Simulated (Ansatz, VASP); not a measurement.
# Cross-check of SiGe between VASP and Ansatz, part 3 of 3

Aim: how closely do two programs agree when they are given the same cell, functional and k mesh? The cell is generated by rule, not measured, and may not be a known phase. Of the first pair: The two relaxations start from unlike cells of this crystal (the structure described is Ansatz's start), so only their ends are compared.

VASP 6.6.1 and Ansatz 0.2.0.

So far: Ansatz: relaxation of cell and atoms, r2SCAN, pair 1; VASP: relaxation of cell and atoms, r2SCAN, pair 1; Comparison; Ansatz: relaxation of cell and atoms, r2SCAN, pair 2; VASP: relaxation of cell and atoms, r2SCAN, pair 2; Differences.

## Step 8: VASP: relaxation of cell and atoms, r2SCAN, pair 3

Level of this step: r2SCAN; plane waves and PAW (Ge_d, Si); invented cell (VASP).

The relaxed volume is the usual yardstick between codes: in a stiff, nearly cubic crystal its relative difference is about their pressure difference at one cell divided by the bulk modulus. Its start cell is another than that of the pair before, and may be another structure of the material.

The input, INCAR:

```
SYSTEM = SiGe
PREC = Accurate
ENCUT = 550
EDIFF = 1E-07
NELM = 120
ISMEAR = 1
SIGMA = 0.2
LREAL = .FALSE.
ALGO = Normal
METAGGA = R2SCAN
LASPH = .TRUE.
NBANDS = 24
LORBIT = 11
LWAVE = .FALSE.
LCHARG = .FALSE.
ISIF = 3
IBRION = 2
NSW = 80
EDIFFG = -0.005
GGA_COMPAT = .FALSE.
NELMIN = 4
LMIXTAU = .TRUE.
KPAR = 2
```

The input, POSCAR:

```
SiGe
1.0
    4.2170990000     -0.0000030000      0.0000000000
   -2.1085470000      3.6521170000      0.0000000000
    0.0000000000      0.0000000000      5.4184600000
Ge Si
2 2
Direct
    0.3333334580      0.6666667579      0.2500000000
    0.6666667791      0.3333332421      0.7500000000
    0.6666667791      0.3333332421      0.2500000000
    0.3333334580      0.6666667579      0.7500000000
```

The input, KPOINTS:

```
Automatic mesh
0
Gamma
12 12 8
0 0 0
```

The projector-augmented-wave data sets are Ge_d and Si (PBE family, release 64).

Command:

```bash
$ mpirun -np 2 vasp_std
```

Numbers of over 12 decimals in the logs are rounded to 6 here.

The log of the run:

```text
[... set-up lines as in an earlier step ...]
 entering main loop
       N       E                     dE             d eps       ncg     rms          rms(c)
DAV:   1     0.245342724085E+03    0.24534E+03   -0.19268E+04  5312   0.342E+03
DAV:   2    -0.525490149690E+01   -0.25060E+03   -0.24365E+03  4632   0.728E+02
DAV:   3    -0.457866261148E+02   -0.40532E+02   -0.40206E+02  5696   0.164E+02
DAV:   4    -0.474024182272E+02   -0.16158E+01   -0.16150E+01  5320   0.371E+01
[...]
DAV:  21    -0.434519152057E+02   -0.13646E-06   -0.23632E-06  4128   0.113E-02    0.166E-03
DAV:  22    -0.434519148131E+02    0.39266E-06   -0.17848E-07  4496   0.324E-03    0.106E-03
DAV:  23    -0.434519147391E+02    0.73953E-07   -0.31515E-08  3064   0.151E-03
   1 F= -.43451915E+02 E0= -.43452746E+02  d E =-.434519E+02
[...]
N       E                     dE             d eps       ncg     rms          rms(c)
DAV:   1    -0.434523061654E+02   -0.39135E-03   -0.62458E-03  5808   0.103E+00    0.111E-01
DAV:   2    -0.434520618863E+02    0.24428E-03   -0.49179E-04  5704   0.338E-01    0.638E-02
DAV:   3    -0.434519486379E+02    0.11325E-03   -0.20062E-04  6160   0.222E-01    0.941E-03
DAV:   4    -0.434519507220E+02   -0.20841E-05   -0.49558E-05  5472   0.854E-02    0.579E-03
DAV:   5    -0.434519471372E+02    0.35848E-05   -0.69703E-06  5640   0.206E-02    0.304E-03
DAV:   6    -0.434519486819E+02   -0.15446E-05   -0.34256E-06  4904   0.129E-02    0.117E-03
DAV:   7    -0.434519484927E+02    0.18917E-06   -0.34902E-07  4336   0.481E-03    0.448E-04
DAV:   8    -0.434519484088E+02    0.83905E-07   -0.52222E-08  3360   0.158E-03
   2 F= -.43451948E+02 E0= -.43452733E+02  d E =-.336697E-04
 trial-energy change:   -0.000034  1 .order   -0.000028   -0.000064    0.000008
 step:   0.9243(harm=  0.8918)  dis= 0.00000  next Energy=   -43.451949 (dE=-0.340E-04)
 reached required accuracy - stopping structural energy minimisation
```

Parts of OUTCAR (step 8):

```text
  Total        0.0088690      0.0088690      0.0093027     -0.0000000      0.0000000      0.0000000
  in kB        0.1704177      0.1704178      0.1787501     -0.0000000      0.0000000      0.0000000
  external PRESSURE =       0.1731952 kB  Pullay stress =       0.0000000 kB

 POSITION                                       TOTAL-FORCE (eV/Angst)
 -----------------------------------------------------------------------------------
      0.00000      2.43480      1.35343        -0.000000      0.000000      0.000000
      2.10860      1.21740      4.06028         0.000000     -0.000000      0.000000
      2.10860      1.21740      1.35343         0.000000      0.000000      0.000000
      0.00000      2.43480      4.06028         0.000000     -0.000000      0.000000
 -----------------------------------------------------------------------------------
    total drift:                               -0.000407      0.000049     -0.000021

  FREE ENERGIE OF THE ION-ELECTRON SYSTEM (eV)
  ---------------------------------------------------
  free  energy   TOTEN  =       -43.4519484088 eV

  energy  without entropy=      -43.4543031132  energy(sigma->0) =      -43.45273331

[... 1 part as in an earlier step ...]

[... 3 further parts left out ...]
[key lines of the parts left out:]
E-fermi :   5.4552
```

## Step 9: Ansatz: relaxation of cell and atoms, r2SCAN, pair 3

The same cell, functional, mesh and smearing now go to Ansatz, which takes its cutoff from its data sets.

The cell is taken from a series of runs on this material, whose earlier steps may have relaxed, scaled, displaced or heated it; both programs get it as it stands.

The input, input.yaml:

```yaml
crystal:
  lattice:
    - [4.2170994749, -3.0805e-06, 0.0]
    - [-2.1085470696, 3.6521168158, 0.0]
    - [0.0, 0.0, 5.4184604015]
  atoms:
    - { symbol: Ge, position: [0.3333333333, 0.6666666667, 0.25] }
    - { symbol: Ge, position: [0.6666666667, 0.3333333333, 0.75] }
    - { symbol: Si, position: [0.6666666667, 0.3333333333, 0.25] }
    - { symbol: Si, position: [0.3333333333, 0.6666666667, 0.75] }
kpoints:
  mp_grid: { grid: [12, 12, 8] }
hamiltonian:
  xc: r2scan
scf:
  occupations: { method: methfessel_paxton, width: 0.2 }
output:
  forces: true
  stress: true
  eigenvalues: true
relax:
  adjacent_minimum: "off"
  f_tol: 0.001
  max_steps: 60
  cell: { stress_tol: 0.01 }
```

Command:

```bash
$ ansatz run input.yaml --threads 4 --pin off --max-ram 7168MiB --backend cpu --events-out ev --progress --plain --runs-dir out
```

The log of the run:

```text
[...]
Crystal: 4 atoms, lattice volume = 83.452 Å³
Basis set: ecut = 500 eV, 2149 PW (Γ), exchange–correlation on 128×128×160 points (64 copies of the dense FFT grid, shifted against one another)
Bands: 22, of which v1, the nominal top of the filled ones, is band 18 counted from 1 (17 counted from 0)
Symmetry: 24 space group operations
[...]
k-points: 95 of 1152
[...]
--- Relaxed structure (3 steps of the walk, 3 accepted, 1 SCFs on fresh bases) ---
[...]
cell:  # Å, volume = 83.4291 Å³
    - [4.217439, -3.080782094020088e-6, 0]
    - [-2.108717, 3.652411, 0]
    - [0, 0, 5.416134]
  atoms:
    - { symbol: Ge, position: [0.333333, 0.666667, 0.250000] }
    - { symbol: Ge, position: [0.666667, 0.333333, 0.750000] }
    - { symbol: Si, position: [0.666667, 0.333333, 0.250000] }
    - { symbol: Si, position: [0.333333, 0.666667, 0.750000] }
[key lines of the parts left out:]
SCF converged after 4 iterations
Free energy (F): -9882.109352 eV
Fermi energy:    7.596444 eV
P = ⅓ Tr σ = 0.0035 GPa (0.035 kbar)
```

## Step 10: Comparison

The two programs side by side:

| quantity | Ansatz | VASP | difference |
| --- | --- | --- | --- |
| volume (Å³) | 83.43 | 83.38 | +0.06 % |
| edge a after relaxation, in the typed setting (Å) | 4.217 | 4.217 | +0.00 % |
| edge c after relaxation, in the typed setting (Å) | 5.416 | 5.414 | +0.04 % |

## Step 11: What came out

```
difference in volume (relaxation of cell and atoms, r2SCAN, pair 1) : -0.068 %
difference in volume (relaxation of cell and atoms, r2SCAN, pair 2) : 0.047 %
difference in volume (relaxation of cell and atoms, r2SCAN, pair 3) : 0.056 %
```

In words: The difference in volume is -0.068 % (relaxation of cell and atoms, r2SCAN, pair 1), within the 1.2 % picked in this series as the mark of a large difference, as far as the stopping tolerances let one tell. 1 further run of this series is not shown here. How closely two codes agree says nothing of how well the functional describes the real material.

[Lines on the potential files, build, host, timing and source positions are cut from VASP's logs without a mark.]

[Logs are printed without paths, hosts, clocks, repeated set-up lines and the standing remarks that a program may print on its own settings, such as how far it seeks lower states.]

[Hosts, paths, dates, database ids (printed as entryN), source tags and the programs' standing remarks are cut or masked in the printed files.]
